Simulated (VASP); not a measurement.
## LuPd3 (space group Pm-3m): computed properties

The numbers are results of PBEsol GGA, VASP's PBE PAW potentials (set 64) (plane waves; VASP), not measurements.

```
Property                                                               Value
----------------------------------  ----------------------------------------
space group                                                      Pm-3m (221)
cell                                 a = b = c = 4.003 Å, α = β = γ = 90.00°
volume per atom                                               16.04 Å^3/atom
band gap (over mesh and band path)  none (metal, semimetal or under 0.01 eV)
band gap with spin-orbit coupling                            none (metallic)
density                                                          12.79 g/cm³
```

Space group Pm-3m (No. 221); a = b = c = 4.003 Å, α = β = γ = 90.00°

```
atom  site  symmetry       x       y       z
----  ----  --------  ------  ------  ------
Lu      1a      m-3m  0.0000  0.0000  0.0000
Pd      3c    4/mm.m  0.0000  0.5000  0.5000
```

The structure comes from a computed database's LuPd3 entry (Pm-3m); how it stands against other phases isn't given here. It was relaxed first. Symmetry was kept, so distortions that lower it aren't found. The electron count is odd and the run is not spin-polarised, which forces a metal.
